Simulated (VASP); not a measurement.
Computed with PBEsol GGA, VASP's PBE PAW potentials (set 64) (plane waves; VASP).

The input files of a VASP run:

### INCAR
```
! general
SYSTEM =ZnS
PREC   =Accurate
ENCUT  =400
LREAL  =.FALSE.
LASPH  =.TRUE.   ! aspherical one-centre terms

! electronic loop
EDIFF  =1E-6
NELM   =100
ALGO   =Normal
LMAXMIX=4   ! l cut-off of mixed one-centre charges

! smearing
ISMEAR =0
SIGMA  =0.05   ! width (eV)

! functional
GGA    =PS   ! PBEsol

! ions
IBRION =2
NSW    =60   ! most ionic steps
ISIF   =3   ! ions, shape and volume
EDIFFG =-0.01   ! ionic stop

! output
LWAVE  =.FALSE.
LCHARG =.FALSE.
```

**POSCAR**
```
ZnS
1
    0.0000000000     2.6776703000     2.6776703000
    2.6776703000    -0.0000000000     2.6776703000
    2.6776703000     2.6776703000    -0.0000000000
Zn S
1 1
Direct
  0.0000000000   0.0000000000   0.0000000000
  0.2500000000   0.2500000000   0.2500000000
```

**KPOINTS**
```
Automatic mesh
0
Gamma
8 8 8
0 0 0
```

POTCAR, in this order: Zn S (PBE.64 set). Program: vasp_std.

The resulting files:

OSZICAR:
```
       N       E                     dE             d eps       ncg     rms          rms(c)
DAV:   1     0.778068350775E+02    0.77807E+02   -0.79101E+03   754   0.139E+03
DAV:   2    -0.291017503944E+01   -0.80717E+02   -0.76259E+02   829   0.252E+02
DAV:   3    -0.793240785585E+01   -0.50222E+01   -0.50014E+01   919   0.666E+01
DAV:   4    -0.799390388943E+01   -0.61496E-01   -0.61477E-01   869   0.797E+00
DAV:   5    -0.799488552893E+01   -0.98164E-03   -0.98161E-03   894   0.964E-01    0.726E+00
DAV:   6    -0.760523919260E+01    0.38965E+00   -0.10319E+00  1024   0.402E+01    0.560E+00
DAV:   7    -0.759009366415E+01    0.15146E-01   -0.34675E-01   779   0.619E+00    0.266E+00
DAV:   8    -0.758700712620E+01    0.30865E-02   -0.55218E-03   894   0.749E-01    0.716E-01
DAV:   9    -0.758676299245E+01    0.24413E-03   -0.86714E-04   892   0.356E-01    0.113E-01
DAV:  10    -0.758684579446E+01   -0.82802E-04   -0.18266E-04   853   0.202E-01    0.691E-02
DAV:  11    -0.758684302492E+01    0.27695E-05   -0.51860E-05   909   0.162E-01    0.817E-03
DAV:  12    -0.758684289593E+01    0.12899E-06   -0.30670E-06   809   0.348E-02
   1 F= -.75868429E+01 E0= -.75868429E+01  d E =-.758684E+01
```

OUTCAR:
```
------------------------ aborting loop because EDIFF is reached ----------------------------------------
  FORCE on cell =-STRESS in cart. coord.  units (eV):
  Direction    XX          YY          ZZ          XY          YZ          ZX
  --------------------------------------------------------------------------------------
  Total        0.0096288      0.0096288      0.0096288     -0.0000000      0.0000000      0.0000000
  in kB        0.4017728      0.4017728      0.4017728     -0.0000000      0.0000000      0.0000000
  external PRESSURE =       0.4017728 kB  Pullay stress =       0.0000000 kB
  volume of cell :       38.40
      direct lattice vectors                 reciprocal lattice vectors
     0.000000000  2.677670300  2.677670300    -0.186729486  0.186729486  0.186729486
     2.677670300  0.000000000  2.677670300     0.186729486 -0.186729486  0.186729486
     2.677670300  2.677670300  0.000000000     0.186729486  0.186729486 -0.186729486
  FREE ENERGIE OF THE ION-ELECTRON SYSTEM (eV)
  ---------------------------------------------------
  free  energy   TOTEN  =        -7.5868428959 eV

  energy  without entropy=       -7.5868428959  energy(sigma->0) =       -7.58684290

 reached required accuracy - stopping structural energy minimisation
```
(Selected blocks of OUTCAR.)

The compound is ZnS in the zinc blende structure. It was relaxed first. The start is the result of an earlier pass.
